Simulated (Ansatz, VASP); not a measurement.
## AlC in two plane-wave programs

Wanted: the spread between two codes on one cell, functional and k mesh. The two relaxations start from unlike cells of this crystal (the structure described is Ansatz's start), so only their ends are compared.

Calculated with Ansatz 0.2.0; plane waves, with VASP 6.6.1 beside it; relaxation of cell and atoms at PBE.

### 1. The structure

It takes space group Fm-3m (No. 225, cubic). The conventional cell has a = 3.933 Å, b = 3.933 Å, c = 3.933 Å, α = 90.00°, β = 90.00°, γ = 90.00°. Nearest to Al lie 6 C at 1.97 Å. C has 6 Al at 1.97 Å nearest. Farther neighbours are not listed.

### 2. Ansatz: relaxation of cell and atoms, PBE

Ansatz runs on its PAW soft_1 files.

The relaxed volume is the usual yardstick between codes: in a stiff, nearly cubic crystal its relative difference is about their pressure difference at one cell divided by the bulk modulus.

The input, input.yaml:

```yaml
crystal:
  lattice:
    - [0.0, 1.9665, 1.9665]
    - [1.9665, 0.0, 1.9665]
    - [1.9665, 1.9665, 0.0]
  atoms:
    - { symbol: Al, position: [0.5, 0.5, 0.5] }
    - { symbol: C, position: [0.0, 0.0, 0.0] }
kpoints:
  mp_grid: { grid: [12, 12, 12] }
scf:
  occupations: { method: fermi_dirac, width: 0.05 }
hamiltonian:
  xc: pbe
  pseudopotentials: { kind: paw, azcp: { folder: soft_1 } }
relax:
  f_tol: 0.015
  max_steps: 70
  cell: {}
output:
  forces: true
  stress: true
```

The run is started by

```sh
$ ansatz run input.yaml --threads 4 --pin off --max-ram 8192MiB --backend cpu --events-out ev --progress --plain --runs-dir out
```

Numbers of over 12 decimals in the logs are rounded to 6 here.

Output:

```text
Engine: ansatz 0.2.0, aarch64-unknown-linux-gnu
Pseudopotentials: kind: paw
Pseudopotential: Al, paw, valence charge 3, recommended cutoff 420 eV (normal), soft_1/Al.paw.azcp
Pseudopotential: C, paw, valence charge 4, recommended cutoff 420 eV (normal), soft_1/C.paw.azcp
Functional definition: PBE
  parameter kappa = 0.804
  parameter beta = 0.066725
  exchange = pbe_x(kappa = kappa, mu = beta*pi^2/3)
  correlation = pbe_c(beta = beta)
Crystal: 2 atoms, lattice volume = 15.209 Å³
Basis set: ecut = 420 eV, 307 PW (Γ), exchange–correlation on 40×40×40 points (8 copies of the dense FFT grid, shifted against one another)
Bands: 8, of which v1, the nominal top of the filled ones, is band 4 counted from 1 (3 counted from 0)
Symmetry: 48 space group operations
Space group: Fm-3m (ITA 225), of the structure as read, at distance tolerance 2.5e-5 Å
k-points: 72 of 1728
Non-local potential: Al, projectors of the file, l = 0: 2, l = 1: 2, l = 2: 1
Non-local potential: C, projectors of the file, l = 0: 2, l = 1: 2, l = 2: 1
PAW form: soft (Blöchl's): semilocal exchange-correlation on the pseudo side does not see the compensation charge
PAW one-centre angular grid: Al, 110 points (default); XC on 64 Gauss nodes
PAW one-centre angular grid: C, 110 points (default); XC on 64 Gauss nodes
Initial density: superposition of atomic densities (chi_scale 0.1, normalization cell, long waves kept (reshape's long-wave potential 0.00 eV rms))
Initial wavefunctions: pseudopotential atomic-orbital guess
Functional: x = pbe(κ = 0.804, μ = 0.219515), c = pbe(β = 0.066725)
SCF iter   1: F=—  HF=-787.485146 eV  |F-HF|=—  |Δ(HF+E_count)|=         —  Δρ=1.12e-1  dr2=2.11e0  ethr=3.10e-3  ⟨swp⟩=4.4  Hψ=3920  notcnv=0
preconditioner: auto → none  [metal: Δε(μ)=0.015 eV  Ē_g=17.243 eV  σ=0.050 eV  W_gap=0.07  n_scr=0 (ndim 8)  ℏωp=25.2 eV  f_vac=0.000  D(μ)=1.24/eV (n_scr^D=14)]
SCF iter   2: F=—  HF=-786.690585 eV  |F-HF|=—  |Δ(HF+E_count)|=   7.95e-1  Δρ=2.49e-2  dr2=4.67e-2  ethr=3.10e-3  ⟨swp⟩=2.8  Hψ=1772  notcnv=0  defer=4
SCF iter   3: F=—  HF=-786.656556 eV  |F-HF|=—  |Δ(HF+E_count)|=   3.40e-2  Δρ=1.13e-2  dr2=9.84e-3  ethr=6.67e-4  ⟨swp⟩=2.0  Hψ=882  notcnv=0  defer=4
SCF iter   4: F=—  HF=-786.649708 eV  |F-HF|=—  |Δ(HF+E_count)|=   6.85e-3  Δρ=3.41e-4  dr2=7.84e-6  ethr=1.41e-4  ⟨swp⟩=2.2  Hψ=913  notcnv=0  defer=4
SCF iter   5: F=—  HF=-786.649733 eV  |F-HF|=—  |Δ(HF+E_count)|=   2.46e-5  Δρ=6.22e-5  dr2=1.42e-7  ethr=1.12e-7  ⟨swp⟩=2.0  Hψ=801  notcnv=0  defer=4
SCF iter   6: F=-786.649733 eV  HF=-786.649733 eV  |F-HF|=2.64e-11  |Δ(HF+E_count)|=   1.26e-7  Δρ=2.86e-6  dr2=3.16e-10  ethr=1.43e-9  ⟨swp⟩=3.2  Hψ=1369  notcnv=0
SCF 1 converged in 6 iterations: F = -786.649733 eV  dr2 = 3.16e-10
  greatest PAW one-centre occupation: 0.700 electrons in one spin orbital (limit 2), on the C atom at site 1 (counted from 0), in its partial waves of l = 0
relax step   1: F+E_penalty+E_count = -786.64973323 eV  Δ(F+E_penalty+E_count) = +0.000e0 eV  max|allowed force component| = 2.334e-30 eV/Å  Δτ_max = 0.0000 Å  P = +74.962 GPa  Ω = 15.209 Å³  (6 SCF iters, dr2 threshold 1.00e-7 eV, accepted)
[...]
relax step   4: F+E_penalty+E_count = -787.44552275 eV  Δ(F+E_penalty+E_count) = -1.482e-2 eV  max|allowed force component| = 1.027e-31 eV/Å  Δτ_max = 0.0000 Å  P = -0.553 GPa  Ω = 19.394 Å³  energy of the carried Pulay correction = -5.259e-3 eV  (5 SCF iters, dr2 threshold 2.00e-7 eV, accepted)
[...]
relax step   5: F+E_penalty+E_count = -787.44567471 eV  Δ(F+E_penalty+E_count) = -1.520e-4 eV  max|allowed force component| = 1.183e-30 eV/Å  Δτ_max = 0.0000 Å  P = -0.008 GPa  Ω = 19.341 Å³  energy of the carried Pulay correction = -5.200e-3 eV  (3 SCF iters, dr2 threshold 2.00e-7 eV, accepted)
[...]
relax step   6: F+E_penalty+E_count = -787.46396003 eV  Δ(F+E_penalty+E_count) = -1.829e-2 eV  max|allowed force component| = 1.446e-30 eV/Å  Δτ_max = 0.0000 Å  P = +1.151 GPa  Ω = 19.341 Å³  stress off target by 1.15e0 GPa  SCF on the basis re-selected at this cell (its energy is not comparable with the rows above)  (5 SCF iters)
[...]
relax step   7: F+E_penalty+E_count = -787.46426120 eV  Δ(F+E_penalty+E_count) = -3.012e-4 eV  max|allowed force component| = 9.039e-32 eV/Å  Δτ_max = 0.0000 Å  P = +0.043 GPa  Ω = 19.453 Å³  energy of the carried Pulay correction = -1.149e-4 eV  (4 SCF iters, dr2 threshold 2.00e-7 eV, accepted)
[...]
relax step   8: F+E_penalty+E_count = -787.46436342 eV  Δ(F+E_penalty+E_count) = -1.022e-4 eV  max|allowed force component| = 1.685e-31 eV/Å  Δτ_max = 0.0000 Å  P = +0.042 GPa  Ω = 19.453 Å³  stress off target by 4.24e-2 GPa  SCF on the basis re-selected at this cell (its energy is not comparable with the rows above)  (4 SCF iters)
basis re-selected at this cell: Δ(F+E_penalty+E_count) = -1.022e-4 eV, ΔP = -0.001 GPa vs the last step (what re-selecting the basis moved, of the pressure what is left beyond the Pulay correction that the steps carried, after the strain that the cell walked since its last selection, with what the two solves' SCF thresholds leave and, on support functions, any second-order correction that the steps lacked; it is no m [...]
SCF converged after 4 iterations
Free energy (F): -787.464363 eV
Harris-Foulkes:  -787.464363 eV  (|F-HF|=5.23e-12)
Internal energy: -787.453823 eV  (E = F + TS)
E sigma→0 (E₀):  -787.459093 eV
Entropy (-TS):   -0.010541 eV (-5.270 meV/atom)
Fermi energy:    9.355951 eV
--- Per-component energies (eV) ---
  E_band       = 28.999521
  E_kinetic    = 110.649397
  E_local      = -62.887128  (includes V_loc(G=0)·N_el)
  E_nonlocal   = 33.326092
  E_hartree    = 23.564591
  E_xc         = -85.782334
  E_vxc        = -88.626069  (∫ρ·V_xc dr)
  E_paw        = -568.914417  (= ΣΔE_a)
  E_vpaw       = -10.591951  (= ΣTr[D̂ρ^β])
  E_aug_tail   = 0.000013  (compensation charges beyond the density's cutoff)
  E_ewald      = -237.410038
  E_smearing   = -0.010541  (= −TS)
  E_closure    = 0.000000  (closes the sum)
  Σ components = -787.464363   (vs F -787.464363, Δ=0.00e0)
--- Forces (eV/Å), atoms counted from 1 ---
  atom   1  Al     0.00000000    -0.00000000     0.00000000
  atom   2  C     -0.00000000     0.00000000     0.00000000
  max |Σ_I F_I| component: 9.04e-32 eV/Å
--- Stress (GPa, compression-positive) ---
        0.042393      -0.000000       0.000000
        0.000000       0.042393       0.000000
        0.000000      -0.000000       0.042393
  P = ⅓ Tr σ = 0.0424 GPa (0.424 kbar)
--- Relaxed structure (6 steps of the walk, 6 accepted, 2 SCFs on fresh bases) ---
  F+E_penalty+E_count = -787.46436342 eV   max|allowed force component| = 1.685e-31 eV/Å   (the final SCF, on the basis selected at the relaxed cell)
  cell:  # Å, volume = 19.4530 Å³
    - [0, 2.134611, 2.134611]
    - [2.134611, 0, 2.134611]
    - [2.134611, 2.134611, 0]
  atoms:
    - { symbol: Al, position: [0.5, 0.5, 0.5] }
    - { symbol: C, position: [0, 0, 0] }
```

### 3. VASP: relaxation of cell and atoms, PBE

Its own start cell and the same functional, mesh and smearing now go to VASP, with its own data sets.

Lines of VASP's logs that name or quote its potential files are left out, and so is its time.

The input, INCAR:

```
SYSTEM = AlC
PREC = Accurate
ENCUT = 600
EDIFF = 1E-07
NELM = 120
ISMEAR = -1
SIGMA = 0.05
LREAL = .FALSE.
ALGO = Normal
GGA = PE
NBANDS = 9
LORBIT = 11
LWAVE = .FALSE.
LCHARG = .FALSE.
ISIF = 3
IBRION = 2
NSW = 80
EDIFFG = -0.005
LASPH = .TRUE.
GGA_COMPAT = .FALSE.
NELMIN = 4
```

The input, POSCAR:

```
AlC
1.0
    0.0000000000      2.1348994453      2.1348994453
    2.1348994453      0.0000000000      2.1348994453
    2.1348994453      2.1348994453      0.0000000000
Al C
1 1
Direct
    0.5000000000      0.5000000000      0.5000000000
    0.0000000000      0.0000000000      0.0000000000
```

The input, KPOINTS:

```
Automatic mesh
0
Gamma
12 12 12
0 0 0
```

The projector-augmented-wave data sets are Al and C (PBE family, release 64).

The run is started by

```sh
$ mpirun -np 1 vasp_std
```

Output:

```text
[banner, memory and clock lines left out]
running    1 mpi-ranks, on    1 nodes
 distrk:  each k-point on    1 cores,    1 groups
 distr:  one band on    1 cores,    1 groups

 POSCAR found type information on POSCAR AlC
 POSCAR found :  2 types and       2 ions
 LDA part: xc-table for (Slater+PW92), standard interpolation
 POSCAR, INCAR and KPOINTS ok, starting setup
 FFT: planning ... GRIDC
 FFT: planning ... GRID_SOFT
 FFT: planning ... GRID
 WAVECAR not read
 entering main loop
       N       E                     dE             d eps       ncg     rms          rms(c)
DAV:   1     0.279454953604E+01    0.27945E+01   -0.34660E+03  1296   0.722E+02
DAV:   2    -0.123012117324E+02   -0.15096E+02   -0.14530E+02  1819   0.878E+01
DAV:   3    -0.127905035777E+02   -0.48929E+00   -0.46405E+00  1571   0.144E+01
DAV:   4    -0.127931922819E+02   -0.26887E-02   -0.26880E-02  1622   0.111E+00
DAV:   5    -0.127932039670E+02   -0.11685E-04   -0.11685E-04  1548   0.682E-02    0.472E+00
DAV:   6    -0.120346512143E+02    0.75855E+00   -0.24146E+00  1318   0.779E+00    0.179E+00
DAV:   7    -0.119977990493E+02    0.36852E-01   -0.23409E-01  1745   0.287E+00    0.958E-01
DAV:   8    -0.119962407835E+02    0.15583E-02   -0.69125E-03  1361   0.710E-01    0.132E-01
DAV:   9    -0.119962054362E+02    0.35347E-04   -0.20590E-04  1735   0.889E-02    0.663E-02
DAV:  10    -0.119962212583E+02   -0.15822E-04   -0.30034E-05  1634   0.407E-02    0.105E-02
DAV:  11    -0.119962200145E+02    0.12439E-05   -0.60238E-06  1395   0.131E-02    0.195E-03
DAV:  12    -0.119962199151E+02    0.99358E-07   -0.13169E-07  1146   0.308E-03
   1 F= -.11996220E+02 E0= -.11990941E+02  d E =-.119962E+02
 curvature:   0.00 expect dE= 0.000E+00 dE for cont linesearch  0.000E+00
 trial: gam= 0.00000 g(F)=  0.337E-61 g(S)=  0.231E-04 ort = 0.000E+00 (trialstep = 0.100E+01)
 search vector abs. value=  0.231E-04
 bond charge predicted
       N       E                     dE             d eps       ncg     rms          rms(c)
DAV:   1    -0.119962343670E+02   -0.14353E-04   -0.39670E-04  1384   0.149E-01    0.204E-02
DAV:   2    -0.119962249842E+02    0.93828E-05   -0.29063E-05  1422   0.300E-02    0.780E-03
DAV:   3    -0.119962244977E+02    0.48657E-06   -0.36688E-06  1544   0.117E-02    0.208E-03
DAV:   4    -0.119962245219E+02   -0.24210E-07   -0.95885E-08   735   0.215E-03
   2 F= -.11996225E+02 E0= -.11990952E+02  d E =-.460676E-05
 trial-energy change:   -0.000005  1 .order   -0.000004   -0.000023    0.000015
 step:   0.6267(harm=  0.6070)  dis= 0.00000  next Energy=   -11.996227 (dE=-0.737E-05)
 bond charge predicted
       N       E                     dE             d eps       ncg     rms          rms(c)
DAV:   1    -0.119962290955E+02   -0.45979E-05   -0.56151E-05  1376   0.559E-02    0.786E-03
DAV:   2    -0.119962275962E+02    0.14993E-05   -0.41178E-06  1409   0.113E-02    0.319E-03
DAV:   3    -0.119962274014E+02    0.19480E-06   -0.52176E-07  1393   0.439E-03    0.918E-04
DAV:   4    -0.119962273399E+02    0.61558E-07   -0.14035E-08   659   0.816E-04
   3 F= -.11996227E+02 E0= -.11990953E+02  d E =-.742475E-05
 curvature:  -0.30 expect dE=-0.145E-07 dE for cont linesearch -0.145E-07
 trial: gam= 0.00000 g(F)=  0.454E-61 g(S)=  0.478E-07 ort =-0.105E-05 (trialstep = 0.925E+00)
 search vector abs. value=  0.479E-07
 reached required accuracy - stopping structural energy minimisation
```

OUTCAR, selected parts (step 3):

```text
ion  position               nearest neighbor table
   1  0.500  0.500  0.500-   2 2.13   2 2.13   2 2.13   2 2.13   2 2.13   2 2.13
   2  0.000  0.000  0.000-   1 2.13   1 2.13   1 2.13   1 2.13   1 2.13   1 2.13

  LATTYP: Found a face centered cubic cell.
 ALAT       =     4.2697988906

 Subroutine GETGRP returns: Found 48 space group operations
 (whereof 48 operations were pure point group operations)

The static configuration has the point symmetry O_h .

 Found     72 irreducible k-points:

   k-points           NKPTS =     72   k-points in BZ     NKDIM =     72   number of bands    NBANDS=      9

   dimension x,y,z NGX =    24 NGY =   24 NGZ =   24
   dimension x,y,z NGXF=    48 NGYF=   48 NGZF=   48

   ENCUT  =  600.0 eV  44.10 Ry    6.64 a.u.   6.03  6.03  6.03*2*pi/ulx,y,z

   NELECT =       7.0000    total number of electrons

 k-points in reciprocal lattice and weights: Automatic mesh
   0.00000000  0.00000000  0.00000000       0.001
   0.08333333  0.00000000  0.00000000       0.005
   0.16666667  0.00000000  0.00000000       0.005
   0.25000000  0.00000000  0.00000000       0.005
   0.33333333  0.00000000  0.00000000       0.005
   0.41666667  0.00000000  0.00000000       0.005
   0.50000000  0.00000000  0.00000000       0.002
   0.08333333  0.08333333  0.00000000       0.003
   0.16666667  0.08333333  0.00000000       0.014
[...]
-0.33333333  0.50000000  0.16666667       0.007
  -0.25000000  0.50000000  0.25000000       0.003

 average (electrostatic) potential at core
       1 -70.8578       2 -45.2232

 E-fermi :   8.3606

 k-point     1 :       0.0000    0.0000    0.0000
  band No.  band energies     occupation
      1      -6.0556      2.00000
      2       9.8940      0.00000
      3       9.8940      0.00000
      4       9.8940      0.00000
      5      16.5670      0.00000
      6      19.3319      0.00000
    ...

 k-point     2 :       0.0833    0.0000    0.0000
  band No.  band energies     occupation
      1      -5.9108      2.00000
      2       9.1983      0.00000
      3       9.8013      0.00000
      4       9.8013      0.00000
      5      16.8648      0.00000
      6      18.8851      0.00000
    ...

 k-point     3 :       0.1667    0.0000    0.0000
  band No.  band energies     occupation
      1      -5.4807      2.00000
      2       7.5540      2.00000
      3       9.5675      0.00000
      4       9.5675      0.00000
      5      16.8414      0.00000
      6      19.0079      0.00000
      7      19.7399      0.00000
    ...

  Total        0.0008128      0.0008128      0.0008128      0.0000000     -0.0000000     -0.0000000
  in kB        0.0669743      0.0669743      0.0669743      0.0000000     -0.0000000     -0.0000000
  external PRESSURE =       0.0669743 kB  Pullay stress =       0.0000000 kB

  energy-cutoff  :      600.00
  volume of cell :       19.45
      direct lattice vectors                 reciprocal lattice vectors
    -0.000000000  2.134322755  2.134322755    -0.234266349  0.234266349  0.234266349
     2.134322755 -0.000000000  2.134322755     0.234266349 -0.234266349  0.234266349
     2.134322755  2.134322755  0.000000000     0.234266349  0.234266349 -0.234266349

 POSITION                                       TOTAL-FORCE (eV/Angst)
 -----------------------------------------------------------------------------------
      2.13432      2.13432      2.13432         0.000000      0.000000     -0.000000
     -0.00000      0.00000      0.00000        -0.000000     -0.000000      0.000000
 -----------------------------------------------------------------------------------
    total drift:                                0.000000     -0.000000     -0.000000

  FREE ENERGIE OF THE ION-ELECTRON SYSTEM (eV)
  ---------------------------------------------------
  free  energy   TOTEN  =       -11.9962273399 eV

  energy  without entropy=      -11.9856779392  energy(sigma->0) =      -11.99095264

 reached required accuracy - stopping structural energy minimisation

 total charge
# of ion       s       p       d       tot
------------------------------------------
    1        0.347   0.398   0.000   0.745
    2        0.891   1.494   0.000   2.385
--------------------------------------------------
tot          1.238   1.892   0.000   3.130

[... 3 further parts left out ...]
```

CONTCAR:

```
AlC
   1.00000000000000
    -0.0000000000000000    2.1343227551550465    2.1343227551550465
     2.1343227551550465   -0.0000000000000000    2.1343227551550465
     2.1343227551550465    2.1343227551550465    0.0000000000000000
  Al              C
     1     1
Direct
     0.5000000000000000    0.5000000000000000    0.5000000000000000
     0.0000000000000000    0.0000000000000000    0.0000000000000000
```

### 4. Differences

Known differences besides the potentials themselves: the cutoff is 420 eV in Ansatz and 600 eV in VASP; Ansatz adds a Pulay correction to the stress that steers its cell, VASP none. Total energies have different zeros and are not compared.

The two programs side by side:

| quantity | Ansatz | VASP | difference |
| --- | --- | --- | --- |
| volume (Å³) | 19.45 | 19.45 | +0.04 % |
| edge a after relaxation, in the typed setting (Å) | 3.019 | 3.018 | +0.01 % |

### 5. What came out

```
difference in volume (relaxation of cell and atoms, PBE) : 0.041 %
```

In words: The difference in volume is 0.041 % (relaxation of cell and atoms, PBE), within the 1.2 % picked in this series as the mark of a large difference, as far as the stopping tolerances let one tell. Such differences can come from data sets, numerical settings and the points named under the comparisons, not from the functional's error against experiment.

[Lines on the potential files, build, host, timing and source positions are cut from VASP's logs without a mark.]

[Logs are printed without paths, hosts, clocks, repeated set-up lines and the standing remarks that a program may print on its own settings, such as how far it seeks lower states.]

[Hosts, paths, dates, database ids (printed as entryN), source tags and the programs' standing remarks are cut or masked in the printed files.]
